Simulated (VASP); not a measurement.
# Mg2ZnTeS2 (P-4m2) in VASP: a series of runs

Runs on Mg2ZnTeS2. Level: PBE. Tasks: relaxation of cell and atoms.

Program: VASP 6.6.1. These are calculated values, not measurements. Logs are shortened: lines on timing, memory, paths and dates and some standing lists are left out, and cuts for length are marked.

### Step 1. Starting point

The structure is tetragonal, space group P-4m2 (No. 115). Conventional cell: a = 5.038 Å, b = 5.038 Å, c = 6.140 Å, α = 90.00°, β = 90.00°, γ = 90.00°. Mg (site symmetry -4m2) has 2 Mg at 3.07 Å as nearest neighbours. Mg (site symmetry -4m2) is surrounded by 4 S at 2.54 Å. Zn (site symmetry -4m2) has 2 Te at 3.07 Å as nearest neighbours. Te (site symmetry -4m2) has 4 S at 2.54 Å as nearest neighbours. S (site symmetry 2mm) has 2 Mg at 2.54 Å and 2 Te at 2.54 Å as nearest neighbours.

The cell was built by a generator and needn't be a form met in nature.

### Step 2. Relaxation of cell and atoms, PBE

Contents of INCAR:

```
PREC = Normal
ENCUT = 520
EDIFF = 1E-4
ISMEAR = 0
SIGMA = 0.15
LREAL = F
LASPH = T
NELM = 60
ALGO = Fast
ISIF = 3
LWAVE = F
LCHARG = F
GGA = PE
IBRION = 2
NSW = 24
EDIFFG = -0.08
```

Contents of KPOINTS:

```
regular mesh
0
Gamma
  3 3 3
```

Contents of POSCAR:

```
Mg2ZnTeS2
1.0
    5.0381922000      0.0000000000      0.0000000000
    0.0000000000      5.0381922000      0.0000000000
    0.0000000000      0.0000000000      6.1399984400
Mg Zn Te S
2 1 1 2
Direct
    0.0000000000      0.0000000000      0.5000000000
    0.0000000000      0.0000000000      0.0000000000
    0.5000000000      0.5000000000      0.5000000000
    0.5000000000      0.5000000000      0.0000000000
    0.0000000000      0.5000000000      0.9448168300
    0.5000000000      0.0000000000      0.0551831700
```

Potentials or basis: VASP PAW PBE potentials, release 64 (Mg, Zn, Te, S).

Run with:

```console
> cat potpaw_PBE.64/Mg/POTCAR potpaw_PBE.64/Zn/POTCAR potpaw_PBE.64/Te/POTCAR potpaw_PBE.64/S/POTCAR > POTCAR
> mpirun -np 1 vasp_std > vasp.out
```

OUTCAR:

```text
PREC = Normal
   ENCUT = 520
   EDIFF = 1E-4
   ISMEAR = 0
   LREAL = F
   LASPH = T
   NELM = 60
   ISIF = 3
   GGA = PE
   IBRION = 2
   NSW = 24
   EDIFFG = -0.08

 ion  position               nearest neighbor table
   1  0.000  0.000  0.500-   2 3.07   2 3.07
   2  0.000  0.000  0.000-   5 2.54   6 2.54   5 2.54   6 2.54   1 3.07   1 3.07   4 3.56   4 3.56
                             4 3.56   4 3.56
   3  0.500  0.500  0.500-   4 3.07   4 3.07
   4  0.500  0.500  0.000-   5 2.54   6 2.54   6 2.54   5 2.54   3 3.07   3 3.07   2 3.56   2 3.56
                             2 3.56   2 3.56
   5  0.000  0.500  0.945-   2 2.54   4 2.54   2 2.54   4 2.54
   6  0.500  0.000  0.055-   2 2.54   4 2.54   4 2.54   2 2.54

  LATTYP: Found a simple tetragonal cell.
 ALAT       =     5.0381922000
 C/A-ratio  =     1.2186907915

  Lattice vectors:

 A1 = (   5.0381922000,   0.0000000000,   0.0000000000)
 A2 = (   0.0000000000,   5.0381922000,   0.0000000000)
 A3 = (   0.0000000000,   0.0000000000,   6.1399984400)

Analysis of symmetry for initial positions (statically):
=====================================================================
 Subroutine PRICEL returns:
 Original cell was already a primitive cell.

 Routine SETGRP: Setting up the symmetry group for a
 simple tetragonal supercell.

 Subroutine GETGRP returns: Found  8 space group operations
 (whereof  8 operations were pure point group operations)
 out of a pool of 16 trial point group operations.

The static configuration has the point symmetry D_2d.

Analysis of symmetry for dynamics (positions and initial velocities):
=====================================================================
 Subroutine PRICEL returns:
 Original cell was already a primitive cell.

 Routine SETGRP: Setting up the symmetry group for a
 simple tetragonal supercell.

 Subroutine GETGRP returns: Found  8 space group operations
 (whereof  8 operations were pure point group operations)
 out of a pool of 16 trial point group operations.

The dynamic configuration has the point symmetry D_2d.

 Subroutine INISYM returns: Found  8 space group operations
 (whereof  8 operations are pure point group operations),
 and found     1 'primitive' translations

----------------------------------------------------------------------------------------

                                     Primitive cell

  volume of cell :     155.8539

  direct lattice vectors                    reciprocal lattice vectors
     5.038192200  0.000000000  0.000000000     0.198483893  0.000000000  0.000000000
     0.000000000  5.038192200  0.000000000     0.000000000  0.198483893  0.000000000
     0.000000000  0.000000000  6.139998440     0.000000000  0.000000000  0.162866491

  length of vectors
     5.038192200  5.038192200  6.139998440     0.198483893  0.198483893  0.162866491

  position of ions in fractional coordinates (direct lattice)
     0.000000000  0.000000000  0.500000000
     0.000000000  0.000000000  0.000000000
     0.500000000  0.500000000  0.500000000
     0.500000000  0.500000000  0.000000000
     0.000000000  0.500000000  0.944816830
     0.500000000  0.000000000  0.055183170

  ion indices of the primitive-cell ions
   primitive index   ion index
                 1           1
                 2           2
                 3           3
                 4           4
                 5           5
                 6           6

----------------------------------------------------------------------------------------

 KPOINTS: regular mesh

Automatic generation of k-mesh.
 Grid dimensions read from file:
 generate k-points for:    3    3    3

 Generating k-lattice:

  Cartesian coordinates                     Fractional coordinates (reciprocal lattice)
     0.066161298  0.000000000  0.000000000     0.333333333  0.000000000  0.000000000
     0.000000000  0.066161298  0.000000000     0.000000000  0.333333333  0.000000000
     0.000000000  0.000000000  0.054288830     0.000000000  0.000000000  0.333333333

  Length of vectors
     0.066161298  0.066161298  0.054288830

  Shift w.r.t. Gamma in fractional coordinates (k-lattice)
     0.000000000  0.000000000  0.000000000

 Subroutine IBZKPT returns following result:
 ===========================================

 Found      6 irreducible k-points:

 Following reciprocal coordinates:
            Coordinates               Weight
  0.000000  0.000000  0.000000      1.000000
  0.333333  0.000000  0.000000      4.000000
  0.333333  0.333333  0.000000      4.000000
  0.000000  0.000000  0.333333      2.000000
  0.333333  0.000000  0.333333      8.000000
  0.333333  0.333333  0.333333      8.000000
   k-points           NKPTS =      6   k-points in BZ     NKDIM =      6   number of bands    NBANDS=     21
   number of dos      NEDOS =    301   number of ions     NIONS =      6
   total plane-waves  NPLWV =  28224
   dimension x,y,z NGX =    28 NGY =   28 NGZ =   36
   dimension x,y,z NGXF=    56 NGYF=   56 NGZF=   72
   ions per type =               2   1   1   2
   NGX,Y,Z   is equivalent  to a cutoff of   9.24,  9.24,  9.75 a.u.
   NGXF,Y,Z  is equivalent  to a cutoff of  18.48, 18.48, 19.49 a.u.
 SYSTEM =  unknown system
   PREC   = normal    normal or accurate (medium, high low for compatibility)
   ISTART =      0    job   : 0-new  1-cont  2-samecut
   ICHARG =      2    charge: 1-file 2-atom 10-const
   ISPIN  =      1    spin polarized calculation?
   LNONCOLLINEAR =      F non collinear calculations
   LSORBIT =      F    spin-orbit coupling
   LASPH  =      T    aspherical Exc in radial PAW
   ENCUT  =  520.0 eV  38.22 Ry    6.18 a.u.   9.37  9.37 11.42*2*pi/ulx,y,z
   NELM   =     60;   NELMIN=  2; NELMDL= -5     # of ELM steps
   EDIFF  = 0.1E-03   stopping-criterion for ELM
   LREAL  =      F    real-space projection
   EDIFFG = -.8E-01   stopping-criterion for IOM
   NSW    =     24    number of steps for IOM
   IBRION =      2    ionic relax: 0-MD 1-quasi-New 2-CG
   NFREE  =      1    steps in history (QN), initial steepest desc. (CG)
   ISIF   =      3    stress and relaxation
   ISYM   =      2    0-nonsym 1-usesym 2-fastsym
   POTIM  = 0.5000    time-step for ionic-motion
   TEBEG  =    0.0;   TEEND  =   0.0 temperature during run
   PSTRESS=    0.0 pullay stress
   NELECT =      34.0000    total number of electrons
   NUPDOWN=      -1.0000    fix difference up-down
   EMIN   =  10.00;   EMAX   =-10.00  energy-range for DOS
   EFERMI =   0.00;   METHOD = LEGACY
   ISMEAR =     0;   SIGMA  =   0.15  broadening in eV -4-tet -1-fermi 0-gaus
   EFERMI_NEDOS =   21; number of points for ismear=-14 and -15
   IALGO  =     68    algorithm
   IMIX   =      4    mixing-type and parameters
     AMIX     =   0.40;   BMIX     =  1.00
     AMIX_MAG =   1.60;   BMIX_MAG =  1.00
  volume/ion in A,a.u.               =      25.98       175.29
  Fermi-wavevector in a.u.,A,eV,Ry     =   0.985512  1.862348 13.214438  0.971234
  Thomas-Fermi vector in A             =   2.116824
   LORBIT       =      0    0 simple, 1 ext, 2 COOP (PROOUT), +10 PAW based schemes
   GGA     = PE    functional components
   LHFCALC =     F    Hartree Fock is set to
   AEXX    =    0.0000 exact exchange contribution
   IVDW    =     0    specifies the selected vdW correction
   LEPSILON=     F    determine dielectric tensor
   LRPA    =     F    only Hartree local field effects (RPA)
 conjugate gradient relaxation of ions
 non-spin polarized calculation
 RMM-DIIS sequential band-by-band and
 Gauss-broadening in eV      SIGMA  =   0.15
  energy-cutoff  :      520.00
  volume of cell :      155.85
 maximum number of plane-waves:      4211
   NGX = 19   NGY = 19   NGZ = 23

--------------------------------------- Ionic step        1  -------------------------------------------

 number of electron      33.9999997 magnetization

 Free energy of the ion-electron system (eV)
  ---------------------------------------------------
  ext. energy  EPLUGINS =         0.00000000
  ---------------------------------------------------
  free energy    TOTEN  =       -15.33407351 eV

  energy without entropy =      -15.33107210  energy(sigma->0) =      -15.33257281

------------------------ aborting loop because EDIFF is reached ----------------------------------------

  FORCE on cell =-STRESS in cart. coord.  units (eV):
  Direction    XX          YY          ZZ          XY          YZ          ZX
  --------------------------------------------------------------------------------------
  -------------------------------------------------------------------------------------
  Total        3.3274467      3.3274467      4.2817157      0.0000000     -0.0000000      0.0000000
  in kB       34.2061321     34.2061321     44.0160115      0.0000000     -0.0000000      0.0000000
  external PRESSURE =      37.4760919 kB  Pullay stress =       0.0000000 kB
[... 101 lines left out ...]
  FREE ENERGIE OF THE ION-ELECTRON SYSTEM (eV)
  ---------------------------------------------------
  free  energy   TOTEN  =       -15.5101691751 eV

  energy  without entropy=      -15.5098348964  energy(sigma->0) =      -15.51000204

[... ionic steps 4 to 10 ...]

--------------------------------------- Ionic step       11  -------------------------------------------

 number of electron      34.0000012 magnetization

------------------------ aborting loop because EDIFF is reached ----------------------------------------

  FORCE on cell =-STRESS in cart. coord.  units (eV):
  Direction    XX          YY          ZZ          XY          YZ          ZX
  --------------------------------------------------------------------------------------
  -------------------------------------------------------------------------------------
  Total       -0.3497132     -0.3497132     -0.4945156      0.0000000      0.0000000      0.0000000
  in kB       -3.0158702     -3.0158702     -4.2646225      0.0000000      0.0000000      0.0000000
  external PRESSURE =      -3.4321210 kB  Pullay stress =       0.0000000 kB
[... 65 lines left out ...]
  energy  without entropy=      -15.6773308767  energy(sigma->0) =      -15.67749929

--------------------------------------- Ionic step       13  -------------------------------------------

 number of electron      34.0000013 magnetization

 Free energy of the ion-electron system (eV)
  ---------------------------------------------------
  ext. energy  EPLUGINS =         0.00000000
  ---------------------------------------------------
  free energy    TOTEN  =       -15.67956708 eV

  energy without entropy =      -15.67931997  energy(sigma->0) =      -15.67944352

 E-fermi :   2.5952     XC(G=0):  -7.9152

 val. band max:        2.3218314711   @ k =   0.0000   0.0000   0.0000
 cond. band min:       2.9155092312   @ k =   0.3333   0.3333   0.0000
 fundamental gap:      0.5936777601
 Fermi energy:         2.5952176069

 k-point     1 :       0.0000    0.0000    0.0000
  band No.  band energies     occupation
      1     -12.7191      2.00000
      2     -10.6545      2.00000
      3      -6.9512      2.00000
      4      -4.4274      2.00000
      5      -4.4274      2.00000
      6      -3.9721      2.00000
[... 166 lines left out ...]
  FREE ENERGIE OF THE ION-ELECTRON SYSTEM (eV)
  ---------------------------------------------------
  free  energy   TOTEN  =       -15.6795670814 eV

  energy  without entropy=      -15.6793199656  energy(sigma->0) =      -15.67944352

 reached required accuracy - stopping structural energy minimisation
```

Wall time 97 s (1 thread of Intel Xeon Platinum 8488C (Sapphire Rapids), shared host); peak memory 0.19 GiB.

Results:

| Property | Result |
| --- | --- |
| Free energy | -15.6796 eV |
| Relaxed volume | 30.64 Å³/atom |
| Relaxed cell | a = 5.058 Å, b = 5.058 Å, c = 7.186 Å, α = 90.00°, β = 90.00°, γ = 90.00° |
| Space group after relaxing (to 0.05 Å) | P-4m2 (No. 115) |
| Energy gained by relaxing | 57.6 meV/atom |
| Ionic steps | 13 |
| Pressure after relaxing | 0.1 GPa |
| Band gap on the k mesh | 0.59 eV, indirect (least direct gap 1.25 eV) |

Forces on the atoms (eV/Å):
```
Mg   0.000  0.000  0.000
Mg   0.000  0.000  0.000
Zn   0.000  0.000  0.000
Te   0.000  0.000  0.000
S    0.000  0.000  0.002
S    0.000  0.000 -0.002
```

Stress tensor (GPa, compression positive):
```
 0.32  0.00  0.00
 0.00  0.32  0.00
 0.00  0.00 -0.23
```

The path:
| step | energy change (eV) | largest force (eV/Å) | pressure (GPa) | volume (Å³) |
| --- | --- | --- | --- | --- |
| 1 | 0.0000 | 0.3827 | 3.75 | 155.85 |
| 2 | -0.1744 | 0.2536 | 0.32 | 169.96 |
| 3 | -0.1761 | 0.2305 | -0.66 | 172.90 |
| 4 | -0.1766 | 0.2425 | -0.40 | 171.79 |
| 5 | -0.2468 | 0.2554 | -0.08 | 174.18 |
| 6 | -0.3139 | 0.2871 | 0.21 | 179.18 |
| 7 | -0.3151 | 0.2999 | 0.59 | 179.65 |
| 8 | -0.3151 | 0.3042 | 0.54 | 180.56 |
| 9 | -0.3307 | 0.1504 | -0.33 | 187.06 |
| 10 | -0.3310 | 0.1718 | -0.31 | 186.68 |
| 11 | -0.3391 | 0.1316 | -0.34 | 185.78 |
| 12 | -0.3436 | 0.0348 | -0.03 | 183.11 |
| 13 | -0.3455 | 0.0021 | 0.14 | 183.84 |

Final structure:
```yaml
crystal:
  lattice:
    - [5.05795, 0.00000, 0.00000]
    - [0.00000, 5.05795, 0.00000]
    - [0.00000, 0.00000, 7.18621]
  atoms:
    - { symbol: Mg, position: [0.00000, 0.00000, 0.50000] }
    - { symbol: Mg, position: [0.00000, 0.00000, 0.00000] }
    - { symbol: Zn, position: [0.50000, 0.50000, 0.50000] }
    - { symbol: Te, position: [0.50000, 0.50000, 0.00000] }
    - { symbol: S, position: [0.00000, 0.50000, 0.91603] }
    - { symbol: S, position: [0.50000, 0.00000, 0.08397] }
```

Caveat: the volume moved by over 15 % at a fixed basis, so the end points are rough; spin-orbit coupling is left out, which moves the levels of the heavy elements; an odd mesh through Γ misses points on the zone boundary, where band edges often lie; the relaxation stopped at a loose force limit of 0.08 eV/Å, so its end isn't a converged minimum.

### Step 3. Relaxation of cell and atoms, PBE

This run uses another cell than the first one, of 20.66 Å³/atom, 0.796 times its volume.

INCAR is that of step 2.

Contents of KPOINTS:

```
regular mesh
0
Gamma
  4 4 2
```

Contents of POSCAR:

```
Mg2ZnTeS2
1.0
    3.8800000000      0.0000000000      0.0000000000
   -1.9400000000      3.3601785700      0.0000000000
    0.0000000000      0.0000000000      9.5100000000
Mg Zn Te S
2 1 1 2
Direct
    0.3333333300      0.6666666700      0.8330000000
    0.6666666700      0.3333333300      0.1670000000
    0.0000000000      0.0000000000      0.5000000000
    0.0000000000      0.0000000000      0.0000000000
    0.6666666700      0.3333333300      0.6670000000
    0.3333333300      0.6666666700      0.3330000000
```

Potentials or basis: VASP PAW PBE potentials, release 64 (Mg, Zn, Te, S).

Run with:

```console
> cat potpaw_PBE.64/Mg/POTCAR potpaw_PBE.64/Zn/POTCAR potpaw_PBE.64/Te/POTCAR potpaw_PBE.64/S/POTCAR > POTCAR
> mpirun -np 1 vasp_std > vasp.out
```

It took 70 s on 1 thread of Intel Xeon Platinum 8488C (Sapphire Rapids), shared host; peak memory 0.19 GiB.

It converged, with:

```yaml
Free_energy: -20.4257 eV
Relaxed_volume: 20.33 Å³/atom
Relaxed_cell: a = 3.830 Å, b = 3.830 Å, c = 9.603 Å, α = 90.00°, β = 90.00°, γ = 120.00°
Space_group_after_relaxing_to_0.05_Å: P-3m1 (No. 164)
Energy_gained_by_relaxing: 108.2 meV/atom
Ionic_steps: 8
Pressure_after_relaxing: -0.1 GPa
Largest_force_after_relaxing: 0.051 eV/Å
Band_gap_on_the_k_mesh: none (metal or under the smearing width)
```

Forces on the atoms (eV/Å):
```
Mg   0.000  0.000  0.051
Mg   0.000  0.000 -0.051
Zn   0.000  0.000  0.000
Te   0.000  0.000  0.000
S    0.000  0.000 -0.011
S    0.000  0.000  0.011
```

Stress tensor (GPa, compression positive):
```
-0.08  0.00  0.00
 0.00 -0.08  0.00
 0.00  0.00 -0.29
```

The path:
| step | energy change (eV) | largest force (eV/Å) | pressure (GPa) | volume (Å³) |
| --- | --- | --- | --- | --- |
| 1 | 0.0000 | 1.7374 | 0.34 | 123.99 |
| 2 | -0.2627 | 1.1679 | -0.94 | 124.76 |
| 3 | -0.4982 | 0.3889 | -1.98 | 126.16 |
| 4 | -0.5138 | 0.3880 | -2.18 | 126.61 |
| 5 | -0.6128 | 0.3179 | 1.44 | 119.39 |
| 6 | -0.6134 | 0.3390 | 0.90 | 120.11 |
| 7 | -0.6481 | 0.0928 | 0.20 | 121.48 |
| 8 | -0.6492 | 0.0506 | -0.15 | 122.00 |

Final structure:
```xyz
6
Lattice="3.8301 0.0000 0.0000 -1.9151 3.3170 0.0000 0.0000 0.0000 9.6028" Properties=species:S:1:pos:R:3 pbc="T T T"
Mg    0.0000    2.2113    7.6501
Mg    1.9151    1.1057    1.9527
Zn    0.0000    0.0000    4.8014
Te    0.0000    0.0000    0.0000
S     1.9151    1.1057    6.2469
S     0.0000    2.2113    3.3558
```

Levels at points of the mesh, in eV from the Fermi level:
```
           k point  band 13  band 14  band 15  band 16  band 17  band 18  band 19  band 20  band 21
(0.00, 0.00, 0.00)    -2.29    -2.29    -1.75     0.14     0.14     0.30     1.99     4.03     4.21
(0.50, 0.00, 0.00)    -3.48    -2.96    -2.79    -2.62    -1.22    -0.61     2.10     2.48     2.95
(0.00, 0.00, 0.50)    -2.46    -2.30    -2.30     0.13     0.13     1.32     1.80     3.81     4.10
(0.50, 0.00, 0.50)    -3.73    -3.69    -2.69    -1.87    -1.13     0.09     1.03     2.43     3.47
```

Caveat: the k mesh is coarse (spacing up to 0.47 Å⁻¹), so the values aren't converged; the relaxation stopped at a loose force limit of 0.08 eV/Å, so its end isn't a converged minimum. Spin-orbit coupling is left out, which matters for the levels of Te.
